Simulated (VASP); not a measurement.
Input of a VASP 6.6.1 run:

File INCAR:

```
SYSTEM = EuMo
  PREC = Accurate
  ENCUT = 600
  EDIFF = 1E-7
  ISMEAR = -1
  SIGMA = 0.05
  LREAL = .False.
  LASPH = .True.
  NELM = 100
  ALGO = Normal
  ISIF = 3
  LWAVE = .False.
  LCHARG = .False.
  ISPIN = 2
  MAGMOM = 7 1
  LORBIT = 11
  LMAXMIX = 6
  GGA = PS
  IBRION = 2
  NSW = 60
  EDIFFG = -0.02
```

KPOINTS

```
Automatic mesh
0
Gamma
  6 6 6
  0 0 0
```

POSCAR

```
EuMo
1.0
    3.5314500000      0.0000000000      0.0000000000
    0.0000000000      3.5314500000      0.0000000000
    0.0000000000      0.0000000000      3.5314500000
Eu Mo
1 1
Direct
    0.5000000000      0.5000000000      0.5000000000
    0.0000000000      0.0000000000      0.0000000000
```

Potentials or basis: VASP PAW PBE potentials, release 64 (Eu, Mo_sv).

The run is started by

```console
$ cat potpaw_PBE.64/Eu/POTCAR potpaw_PBE.64/Mo_sv/POTCAR > POTCAR
$ mpirun -np 1 vasp_std > vasp.out
```

Problem. Predict the relaxed cell.

Solution. a = 3.437 Å, b = 3.437 Å, c = 3.437 Å, α = 90.00°, β = 90.00°, γ = 90.00°.

Problem. Predict the site moments.

Solution. Eu -6.28; Mo +0.60 μB.

Problem. Estimate the band gap on the k mesh.

Solution. None (metal or under the smearing width).

Final structure:
```cif
data_structure
_symmetry_space_group_name_H-M 'P 1'
_symmetry_Int_Tables_number 1
_cell_length_a 3.4371
_cell_length_b 3.4371
_cell_length_c 3.4371
_cell_angle_alpha 90.000
_cell_angle_beta 90.000
_cell_angle_gamma 90.000
_cell_volume 40.61
loop_
_atom_site_label
_atom_site_type_symbol
_atom_site_fract_x
_atom_site_fract_y
_atom_site_fract_z
_atom_site_occupancy
Eu1 Eu 0.50000 0.50000 0.50000 1
Mo1 Mo 0.00000 0.00000 0.00000 1
```

Caveat: spin-orbit coupling is left out, which moves the levels of the heavy elements; without U or exact exchange the open f shell lies at the Fermi level, which spoils levels, moments and volumes. The state reached can hang on the start; a lower one may exist.
